Q: I have six diamond cells that differ only in volume, and the pressure of the smallest one is hidden. Can I work it out from the other five?

A: Try it, but settle on a number and an error bar before you uncover the value. This is what you have to go on.

VASP 6.6.1, plane-wave DFT with the PBE functional and the recommended PAW potentials, for diamond in its two-atom cell at fixed volumes, without spin polarisation. The cutoff is 520 eV, the k mesh 4 × 4 × 4 and the Gaussian smearing 0.02 eV wide; pressure is positive in compression.

```tsv
volume (Å³/atom)	shortest distance (Å)	pressure (GPa)
5.204	1.501	?
5.375	1.517	29.99
5.547	1.533	13.93
5.718	1.549	-0.01
5.890	1.564	-12.13
6.062	1.579	-22.67
```

The volume $V$ is the space per atom. The pressure $P$ is what must be applied from outside to hold the crystal at that volume: positive when it is squeezed, negative when it is pulled. The shortest distance is the length of the carbon–carbon bond. Since each cell is a scaled copy of the others, that length follows from the volume and is not a second clue.

Q: Which row should I start from?

A: From 5.718 Å³, where the pressure is almost zero. The total energy from the same calculations is lowest there among the five known cells, as it should be, because pressure is minus the slope of energy against volume. Don't take this as the exact resting volume of real diamond, though. The k mesh is coarse, with no denser one here to compare, the functional has an error of its own, and the vibration that atoms keep even at absolute zero is left out.

Q: Then here is my first attempt. The volume steps are practically equal, and the last known one, from 5.547 to 5.375 Å³, raises the pressure by 16.06 GPa. If I add the same amount again, I get 46.05 GPa.

A: That would be right if every equal cut in volume cost the same pressure. Look at the other end of the table: the step from 6.062 to 5.890 Å³ raises the pressure by only 10.54 GPa. The steps grow all the way along the known rows, so your estimate is probably too low.

The usual measure of a crystal's resistance to squeezing is the bulk modulus, $B=-V\,dP/dV$, the pressure change per fractional change in volume. Taken from the rows on either side, it is 388 GPa at 5.890 Å³ and 485 GPa at 5.547 Å³. A volume reduction of about 6% has made diamond a quarter stiffer.

Q: Why does it stiffen? I think of the bonds as springs, and a spring keeps its stiffness.

A: An ideal spring does, yet even a crystal of such springs should stiffen a little, because the same springs act across a smaller area. A real bond adds to this, since it is made of electrons. A simpler system shows what they do: a hydrogen atom whose size $R$ you can set by hand. Confining the electron raises its kinetic energy as $1/R^2$, while bringing it closer to the nucleus lowers its electrostatic energy as $-1/R$. The atom settles where the two tendencies balance.

In a crystal, lengths scale as $V^{1/3}$, so the same reasoning gives

$$E(V)=\frac{a}{V^{2/3}}-\frac{b}{V^{1/3}},$$

where $a$ and $b$ are the strengths of the kinetic and the attractive part. Minus the slope of this energy is the pressure: an outward push that grows as $V^{-5/3}$ and an inward pull that grows as $V^{-4/3}$. When you compress the crystal both increase, but the push increases faster. The imbalance you must hold back from outside therefore grows, and it grows more with each step.

Q: Is there any sign of this in the calculation, or is it only an argument?

A: There is a hint. Between the cells at 5.890 and 5.375 Å³, the valence band at the centre of the Brillouin zone widens from about 21 to 22 eV. This corresponds to a growth as $V^{-0.63}$, close to the $V^{-2/3}$ of free electrons. It fits the idea that confinement raises the kinetic energy. But stronger overlap between neighbouring atoms is also expected to widen the band, and a band width doesn't divide the pressure into a push and a pull. That division remains an argument from scaling.

Q: Can the hydrogen picture give me the hidden pressure?

A: It can give a number, but first see how fast it lets the crystal stiffen. Write $u=V_0/V$, where $V_0$ is the volume at zero pressure and $B_0$ the bulk modulus there. The picture then becomes

$$P=3B_0\left(u^{5/3}-u^{4/3}\right),\qquad B=B_0\left(5u^{5/3}-4u^{4/3}\right).$$

At $u=1$ the pressure changes with $u$ at the rate $B_0$, and the bulk modulus at the rate $3B_0$. So the bulk modulus gains 3 GPa for each GPa of pressure, whatever the values of $a$ and $b$.

Q: And what does the table say?

A: Compare the two bulk moduli from before. Between those rows the modulus rises by $485-388=97$ GPa, while the pressure rises by $13.93+12.13=26.06$ GPa. The ratio is about 3.7, so diamond stiffens faster than the picture allows. For a crystal of ideal springs, a ratio of only 1 would be expected.

A possible reason is that the inner electrons of carbon don't shrink with the cell. Valence electrons of s type have to avoid this fixed core, which is expected to add a repulsion that rises more steeply than either term of the picture. I haven't tested that here. The consequence for your forecast is plain, however: with its two strengths fitted to the five known pressures by least squares, the picture gives 47.4 GPa, and I expect that to be too little.

Q: So I need a formula that leaves the rate of stiffening free.

A: Yes, and the Birch–Murnaghan equation does so. It measures compression by the finite strain

$$f=\frac12\left[\left(\frac{V_0}{V}\right)^{2/3}-1\right]$$

and expands the energy in powers of $f$. The square term describes a crystal with a definite stiffness, and the cubic term corrects how that stiffness changes. Taking the slope of this energy gives

$$P=3B_0\,f\,(1+2f)^{5/2}\left[1+\tfrac32\,(B_0'-4)\,f\right],$$

where $B_0'$ is the gain in bulk modulus per unit of pressure, taken at zero pressure.

I fitted this form to the five known rows by least squares, written as a sum of three powers of the volume. At 5.718 Å³, which serves as $V_0$ because the pressure there is so small, the fit gives $B_0=433$ GPa and $B_0'=3.69$. The hidden row took no part in it.

Q: May I do the sum for the smallest cell?

A: Please do. Begin with the strain.

Q: The volume ratio is $5.718/5.204$. Raised to the power 2/3 it gives 1.0648, so $f$ is half of 0.0648, or 0.0324. Then

$$P\approx 3\times433\times0.0324\times1.0648^{5/2}\times\left[1-0.465\times0.0324\right]\ \text{GPa}.$$

The power is 1.170 and the bracket is 0.985. I get 48.5 GPa.

A: That is the forecast. It means that the last step should exceed the 16.06 GPa of the step before it and come to about 18.5 GPa. Now you need an error bar.

Q: If I leave out one known row at a time and predict it from the other four, the typical error is only 0.06 GPa. Could I use that?

A: It would be bold. Most of those tests predict a row that has neighbours on both sides, whereas the hidden cell lies beyond the end of the known range. There the choice of formula begins to count. Murnaghan's equation, which lets the bulk modulus rise linearly with the pressure, gives 48.6 GPa when fitted to the same five rows.

There is also a small inconsistency in the pressures themselves. You can obtain a mean pressure from the energy difference between two cells, and it comes out about 0.25 GPa higher than the mean of the tabulated pressures. A probable cause is the plane-wave basis: its cutoff is fixed, so the set of waves changes with the size of the cell, while the stress is worked out as if the set stayed the same. If this effect were irregular, it could shift the hidden value.

Q: Then I would allow 0.4 GPa either way, which makes the range 48.1 to 48.9 GPa.

A: I agree. It is a judgement and not a statistical confidence limit, since five rows with three adjustable coefficients can't supply a trustworthy one. Uncover the row.

The withheld rows as computed:

```tsv
volume (Å³/atom)	shortest distance (Å)	pressure (GPa)
5.204	1.501	48.48
```

Q: It is 48.48 GPa! The forecast is off by only about 0.02 GPa.

A: The forecast holds, but don't read that tiny difference as the accuracy of the method. The volume is printed to the nearest 0.001 Å³, so it may be off by half of that. Over the last step the pressure rises by 18.49 GPa for 0.171 Å³, and at this rate the rounding alone is worth about 0.05 GPa. A miss smaller than this has no meaning.

Q: Was our error bar too cautious, then?

A: For this row it was wider than necessary. The disagreement between energies and tabulated pressures is nearly the same on both sides of 5.718 Å³, which we could have checked beforehand from the known rows. A steady offset does little harm to a forecast of this kind, because the fit learns it from the known rows and carries it over to the new one. It does matter if you want the absolute pressure, which could be wrong by that quarter of a gigapascal, besides the errors that come from the coarse mesh, the functional and the missing vibration.

Q: How did the other estimates do?

A: Murnaghan's equation is 0.15 GPa too high, still inside the range. The hydrogen picture is 1.1 GPa too low, as expected from its slow stiffening. Your repeated step falls short by 2.4 GPa, the price of assuming that the next cut in volume costs no more than the last. The hydrogen picture thus recovers more than half of what your first attempt lacked, which is as far as I would trust the analogy: it reproduces the direction and the rough size, but not the last gigapascal.

Q: Does the hit prove that kinetic energy is the cause?

A: No. The Birch–Murnaghan equation would work equally well for any smooth energy curve of this shape, whatever produced it. The numbers show that diamond stiffens and at what rate. The electronic reason rests on the scaling argument, with the widening of the band as modest support.

Q: Suppose I need the pressure at another volume close to these and have no fit at hand. What should I do?

A: Take the nearest row and work out the change in pressure from there, using the stiffness in the middle of the step. Start with 433 GPa and add 3.7 GPa for each GPa of pressure at the midpoint. For the last step the midpoint pressure is about 39 GPa, so the rule gives $433+3.7\times39\approx577$ GPa.

Multiply this by the fractional change in volume, $0.171/5.29$, where 5.29 Å³ is the mean volume of the step. You get a rise of nearly 19 GPa, close to the calculated one. In practice you won't know the midpoint pressure beforehand, so guess it, work out the rise, and correct the guess once.
